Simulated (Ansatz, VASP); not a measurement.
# Hg3GeS in VASP and in Ansatz

INCAR

```
  ALGO = Normal
  EDIFF = 1E-7
  ENCUT = 520
  GGA = CA
  ISIF = 2
  ISMEAR = 0
  LASPH = T
  LCHARG = T
  LELF = T
  LREAL = F
  LVHAR = T
  LWAVE = F
  NBANDS = 36
  NELM = 100
  PREC = Accurate
  SIGMA = 0.05
```

The input KPOINTS:

```
k-points
0
Gamma
  4 4 4
```

File POSCAR:

```
Hg3GeS
1.0
    5.2209877476      0.0000000000      0.0000000000
    0.0000000000      5.2209877476      0.0000000000
    0.0000000000      0.0000000000      5.2209877476
Ge S Hg
1 1 3
Direct
    0.0000000000      0.0000000000      0.0000000000
    0.5000000000      0.5000000000      0.5000000000
    0.5000000000      0.5000000000      0.0000000000
    0.5000000000      0.0000000000      0.5000000000
    0.0000000000      0.5000000000      0.5000000000
```

Input for Ansatz:

```yaml
crystal:
  lattice:
    - [5.2209877476, 0.0, 0.0]
    - [0.0, 5.2209877476, 0.0]
    - [0.0, 0.0, 5.2209877476]
  atoms:
    - { symbol: Ge, position: [0.0, 0.0, 0.0] }
    - { symbol: S, position: [0.5, 0.5, 0.5] }
    - { symbol: Hg, position: [0.5, 0.5, 0.0] }
    - { symbol: Hg, position: [0.5, 0.0, 0.5] }
    - { symbol: Hg, position: [0.0, 0.5, 0.5] }
basis:
  ecutwfc: 420
kpoints:
  mp_grid: { grid: [4, 4, 4] }
hamiltonian:
  xc: lda
scf:
  occupations: { method: gaussian, width: 0.05 }
output:
  forces: true
  stress: true
  eigenvalues: true
```

The cell comes from a database or a generator and needn't be the stable form of this composition.

Alike in both runs: task single point; functional LDA; k mesh 4 × 4 × 4; occupations gaussian, width 0.05 eV; no spin polarisation.

|  | VASP | Ansatz |
| --- | --- | --- |
| version | VASP 6.6.1 | Ansatz 0.2.0 |
| potentials or method | VASP PAW LDA potentials, release 64 (Ge_d, S, Hg) | scalar-relativistic, plane waves, PAW |
| plane-wave cutoff (eV) | 520 | 420 |
| valence electrons in the cell | 56 | 80 |

Ansatz gave:

* gap on the k mesh at the Fermi level (eV): none
* pressure (GPa): -3.3

Problem. Estimate VASP's values.

Solution. gap on the k mesh at the Fermi level (eV): none; pressure (GPa): -3.0.

A gap of «none» marks a metal or a gap that the smearing closes. The two sets of potentials don't hold the same shells in valence.

Spin-orbit coupling is left out, which matters for the levels of Hg.
